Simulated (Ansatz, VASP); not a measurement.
# Zr23Si7O60 (undercooled, nearly rigid 77ZrO2-23SiO2 (mol %) at 1800 K) in two plane-wave programs, part 2 of 2

Aim: how closely do two programs agree when they are given the same cell, functional and k mesh? The structure shown is the start of the Ansatz relaxation below; VASP solves that cell, so the two are compared at the walk's first step.

VASP 6.6.1 and Ansatz 0.2.0.

So far: Set-up; Ansatz: relaxation, PBE.

## (3) VASP: single point, PBE, start cell

Level of this step: PBE, spin-polarised from a ferromagnetic start; plane waves and PAW (Zr_sv, Si, O) (VASP).

The same cell, functional, mesh and smearing now go to VASP, with its own data sets.

Lines of VASP's logs that name or quote its potential files are left out, and so is its time.

The input, INCAR:

```
SYSTEM = Zr23Si7O60
PREC = Accurate
ENCUT = 520
EDIFF = 1E-06
NELM = 200
ISMEAR = -1
SIGMA = 0.01
LREAL = Auto
ALGO = Normal
GGA = PE
NELECT = 665
NBANDS = 400
ISPIN = 2
MAGMOM = 0 0.01 0 0 0 0 0 0 0 0.01 0 0 0 0 0 0 0 0 0.11 0 0 0.19 0 0 0 0 0 0 0 0 0 0 -0 0.01 0 0 0 0 -0 0.01 0 0 0 0 0 0.01 -0 0 0 -0 0 0 0 -0 0 0 0 -0 -0 0 0 -0 0 0 0 -0 0 0 -0 -0 0 0 0 -0 0 0 0 0 0 0.01 0 -0 -0 -0 -0 0 0 -0 -0 -0
LASPH = .TRUE.
LMAXMIX = 4
LORBIT = 11
LWAVE = .FALSE.
LCHARG = .FALSE.
ISIF = 2
GGA_COMPAT = .FALSE.
NCORE = 2
```

The input, POSCAR:

```
Zr23Si7O60
1.0
   10.7160000000      0.0000000000      0.0000000000
    0.0000000000     10.7160000000      0.0000000000
    0.0000000000      0.0000000000     10.7160000000
Zr Si O
23 7 60
Direct
    0.1817375887      0.8274169466      0.3193915640
    0.9940462859      0.3352556924      0.4204180664
    0.2974057484      0.6607502800      0.6277062337
    0.4717991788      0.8011944756      0.4041433371
    0.1156401642      0.1212672639      0.2160600971
    0.6927398283      0.7171145950      0.6310843598
    0.4670959313      0.7498040314      0.8508865248
    0.9992627846      0.4810936917      0.7223124300
    0.9782008212      0.8179824561      0.7167693169
    0.9780888391      0.8834453154      0.0429264651
    0.7104143337      0.9412374020      0.8519130272
    0.3978443449      0.5637364688      0.1718738335
    0.4356196342      0.0034807764      0.1146136618
    0.4325027996      0.1074188130      0.5916386711
    0.8253639418      0.1640070922      0.6726017171
    0.2307297499      0.0003826054      0.8217618514
    0.8554964539      0.7330253826      0.3750466592
    0.5169746174      0.2371873834      0.8662094065
    0.0906588279      0.5667413214      0.1583986562
    0.6395203434      0.7571761851      0.1174412094
    0.0214539007      0.2750186637      0.9513531168
    0.8159761105      0.4733389324      0.1355263158
    0.6949794700      0.0004385965      0.3772396417
    0.4466125420      0.3797219112      0.5448581560
    0.2775755879      0.4689996267      0.8960992908
    0.1136244867      0.0590612169      0.5406588279
    0.6980309817      0.5178984696      0.8481989548
    0.7143337066      0.4443075775      0.4331280328
    0.3250653229      0.2695782008      0.3105356476
    0.8446621874      0.1674598731      0.1675438596
    0.8043019784      0.7818215752      0.7889044420
    0.0017730496      0.1634658455      0.5477136991
    0.0557110862      0.4403882046      0.5569242255
    0.8305337813      0.2875419933      0.0737495334
    0.6768663680      0.1266797312      0.7986188876
    0.9228070175      0.3027528929      0.7787327361
    0.3519596865      0.8735069056      0.2569802165
    0.5529955207      0.8780141844      0.9722284434
    0.4819615528      0.6983482643      0.5751026502
    0.9691302725      0.4641843972      0.2768756999
    0.4821575215      0.2837719298      0.6593598358
    0.3288633819      0.1363008585      0.2335013065
    0.6641470698      0.8143896976      0.4562989922
    0.4044139604      0.2614221725      0.4457633445
    0.0671519224      0.8836599477      0.8826427772
    0.0191955954      0.7083706607      0.0762318029
    0.3209873087      0.8180104517      0.7533967898
    0.8508305338      0.9115061590      0.3259611795
    0.0874860022      0.6566442703      0.7015770810
    0.5899589399      0.8580067189      0.7320921986
    0.4873366928      0.6589025756      0.0291620007
    0.1408921239      0.4179917880      0.8419746174
    0.7262691303      0.5650989175      0.9922359089
    0.9416386711      0.0844904815      0.0765117581
    0.2491041433      0.5240388205      0.0383725271
    0.8729843225      0.0037980590      0.7463512505
    0.5163213886      0.1437196715      0.0265770810
    0.5839119074      0.9039193729      0.2249346771
    0.3382792087      0.4812430011      0.5659201194
    0.7569242255      0.5852836879      0.4758305338
    0.3762224711      0.3556270997      0.9055711086
    0.8154068682      0.5373646883      0.7479843225
    0.0341545353      0.7056737589      0.3280141844
    0.1377566256      0.2529768570      0.0930291153
    0.3816069429      0.3901362449      0.2410787607
    0.1131019037      0.9359555804      0.1693542367
    0.1751306458      0.2753079507      0.3490761478
    0.2498226950      0.6419932811      0.2458193356
    0.7191396043      0.1033687943      0.5297499067
    0.5211366181      0.6656028369      0.2720138111
    0.2771276596      0.7754385965      0.4765024263
    0.1297779022      0.0059070549      0.3980216499
    0.3339492348      0.5862728630      0.8133165360
    0.8157801418      0.3450541247      0.4943635685
    0.7180197835      0.1192235909      0.2289567003
    0.7868514371      0.8721164614      0.0245520717
    0.9459126540      0.1935330347      0.2836319522
    0.7800205300      0.6640630832      0.2087066069
    0.6442889138      0.3779301978      0.8567189250
    0.7097517730      0.4218365062      0.2824934677
    0.0979843225      0.9433930571      0.6393337066
    0.8768290407      0.7709219858      0.5642963792
    0.5745520717      0.4351343785      0.4913307204
    0.4941116088      0.9893896976      0.4589865622
    0.3082026876      0.9651642404      0.9887178052
    0.9834359836      0.4637831280      0.0307017544
    0.2496173946      0.1089212393      0.5913960433
    0.5975830534      0.6173665547      0.7837439343
    0.4114501680      0.0814856290      0.7767357223
    0.1250000000      0.1420119448      0.8624766704
```

The input, KPOINTS:

```
Automatic mesh
0
Gamma
1 1 1
0 0 0
```

The projector-augmented-wave data sets are Zr_sv, Si and O (PBE family, release 64).

The run is started by

```console
$ mpirun -np 8 vasp_gam
```

Numbers of over 12 decimals in the logs are rounded to 6 here.

What it wrote:

```text
[banner, memory and clock lines left out]
running    8 mpi-ranks, on    1 nodes
[...]
LDA part: xc-table for (Slater+PW92), standard interpolation
 POSCAR, INCAR and KPOINTS ok, starting setup
[...]
entering main loop
       N       E                     dE             d eps       ncg     rms          rms(c)
DAV:   1     0.873644431674E+04    0.87364E+04   -0.41352E+05  1600   0.174E+03
DAV:   2    -0.699453374647E+02   -0.88064E+04   -0.85224E+04  1944   0.503E+02
DAV:   3    -0.911821960695E+03   -0.84188E+03   -0.83698E+03  1920   0.157E+02
DAV:   4    -0.967440995753E+03   -0.55619E+02   -0.55498E+02  2856   0.335E+01
DAV:   5    -0.973031903448E+03   -0.55909E+01   -0.55891E+01  2272   0.698E+00BRMIX: very serious problems
 the old and the new charge density differ
 old charge density:   664.00000 new  665.00000
    0.134E+02
DAV:   6    -0.805158763893E+03    0.16787E+03   -0.91200E+02  1944   0.526E+01    0.549E+01
DAV:   7    -0.806403495558E+03   -0.12447E+01   -0.70199E+01  2112   0.140E+01    0.301E+01
DAV:   8    -0.807026967259E+03   -0.62347E+00   -0.12204E+01  2224   0.603E+00    0.536E+00
DAV:   9    -0.806668907672E+03    0.35806E+00   -0.28460E+00  1992   0.374E+00    0.361E+00
[...]
DAV:  21    -0.806779931234E+03   -0.52314E-05   -0.49415E-05  2096   0.177E-02    0.127E-02
DAV:  22    -0.806779934208E+03   -0.29744E-05   -0.15671E-05  1664   0.769E-03    0.617E-03
DAV:  23    -0.806779934994E+03   -0.78557E-06   -0.37591E-06  1488   0.389E-03
   1 F= -.80677993E+03 E0= -.80677307E+03  d E =-.137343E-01  mag=    -1.0002
```

Parts of OUTCAR (step 3):

```text
  FREE ENERGIE OF THE ION-ELECTRON SYSTEM (eV)
  ---------------------------------------------------
  free  energy   TOTEN  =      -806.7799349936 eV

  energy  without entropy=     -806.7662006832  energy(sigma->0) =     -806.77306784

 magnetization (x)
# of ion       s       p       d       tot
------------------------------------------
    1       -0.000  -0.000  -0.003  -0.003
    2       -0.000  -0.000  -0.019  -0.020
    3       -0.001  -0.001  -0.086  -0.088
    4       -0.001  -0.000  -0.016  -0.017
    5       -0.000  -0.000  -0.003  -0.004
    6       -0.001  -0.001  -0.084  -0.086
    7       -0.001  -0.001  -0.083  -0.086
    8       -0.000  -0.000  -0.006  -0.006
    9       -0.000  -0.000  -0.008  -0.009
   10       -0.000  -0.000  -0.034  -0.035
   11       -0.001  -0.000  -0.025  -0.026
   12       -0.000  -0.000  -0.006  -0.006
   13       -0.001  -0.000  -0.019  -0.020
[...]
--------------------------------------------------
tot         -0.015  -0.006  -0.714  -0.734

[... 1 further part left out ...]
```

The cell is charged against a uniform background.

The run ends at a pressure of 0.92 GPa, with forces up to 0.65 eV/Å.

## (4) Side by side

Known differences besides the potentials themselves: VASP starts from the moments at which Ansatz ended; the cutoff is 420 eV in Ansatz and 520 eV in VASP (PREC = Accurate, projectors in real space). Total energies have different zeros and are not compared.

Forces on 10 of the 90 atoms, those with the largest forces and the largest differences (eV/Å; atoms numbered as in POSCAR):

```tsv
atom	Ansatz x, y, z	VASP x, y, z
Zr3	0.257, 0.157, 0.417	0.217, 0.140, 0.431
Zr11	-0.057, -0.411, 0.086	-0.054, -0.377, 0.132
Zr13	0.166, -0.280, -0.024	0.183, -0.301, 0.052
Zr15	-0.033, -0.086, 0.059	-0.023, 0.003, 0.041
Zr16	0.149, -0.286, -0.037	0.169, -0.342, -0.093
Zr19	-0.556, -0.124, -0.045	-0.520, -0.180, -0.012
Zr22	0.306, 0.563, -0.009	0.297, 0.579, -0.017
O40	0.184, -0.407, 0.416	0.176, -0.406, 0.422
O47	-0.297, 0.267, -0.016	-0.333, 0.290, -0.034
O86	0.138, -0.307, -0.293	0.148, -0.315, -0.321
```

The forces differ by 24 meV/Å r.m.s., which is 16.8 % of the r.m.s. force of 0.143 eV/Å (both taken over all components). Moments aren't recorded for both runs of this pair, so they may hold unlike magnetic states. The cell carries a charge of -1 e against a uniform background, so its pressure also hangs on how the neutralising background is counted, and in a defect's cell a gap may be the spacing between its levels.

## (5) Summary of results

- r.m.s. force difference (single point, PBE, start cell): 24 meV/Å

What this shows: The r.m.s. force difference is 24 meV/Å (single point, PBE, start cell), beyond the 12 meV/Å picked in this series as the mark of a large difference. What causes the difference of the single point, PBE, start cell pair stays open here. 1 further run of this series is not shown here. Such differences can come from data sets, numerical settings and the points named under the comparisons, not from the functional's error against experiment.

[Lines on the potential files, build, host, timing and source positions are cut from VASP's logs without a mark.]

[Logs are printed without paths, hosts, clocks, repeated set-up lines and the standing remarks that a program may print on its own settings, such as how far it seeks lower states.]

[Hosts, paths, dates, database ids (printed as entryN), source tags and the programs' standing remarks are cut or masked in the printed files.]
